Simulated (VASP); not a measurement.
A run of VASP 6.6.1:

INCAR

```
SYSTEM = Na2TlF
PREC = Accurate ; ENCUT = 520
EDIFF = 1E-6 ; ISMEAR = 1
SIGMA = 0.0714 ; LREAL = .False.
LASPH = .True. ; NELM = 60
ALGO = Normal ; ISIF = 2
LWAVE = .False. ; LCHARG = .False.
GGA = PE ; NBANDS = 25
```

File KPOINTS:

```
regular mesh
0
Gamma
  6 6 6
  0 0 0
```

The input POSCAR:

```
Na2TlF
1.0
    1.9188530000      3.3235470000      0.0000000000
   -1.9188530000      3.3235470000      0.0000000000
    0.0000000000     -2.2156980000      6.8174400000
Tl F Na
1 1 2
Direct
    0.5000000000      0.5000000000      0.5000000000
    0.0000000000      0.0000000000      0.0000000000
    0.2624000000      0.2624000000      0.7872000000
    0.7376000000      0.7376000000      0.2128000000
```

Potentials or basis: VASP PAW PBE potentials, release 64 (Tl_d, F, Na_pv).

Command:

```console
$ cat potpaw_PBE.64/Tl_d/POTCAR potpaw_PBE.64/F/POTCAR potpaw_PBE.64/Na_pv/POTCAR > POTCAR
$ mpirun -np 1 vasp_std > vasp.out
```

Hardware: 1 thread of Intel(R) Xeon(R) Platinum 8375C CPU @ 2.90GHz (Ice Lake), on a shared host.

Question: Estimate the wall time of this run.

Answer: Wall time 2.1 min on 1 thread of Intel(R) Xeon(R) Platinum 8375C CPU @ 2.90GHz (Ice Lake), on a shared host, peak memory 0.24 GiB. Counts: scf iterations 13, k points 32.
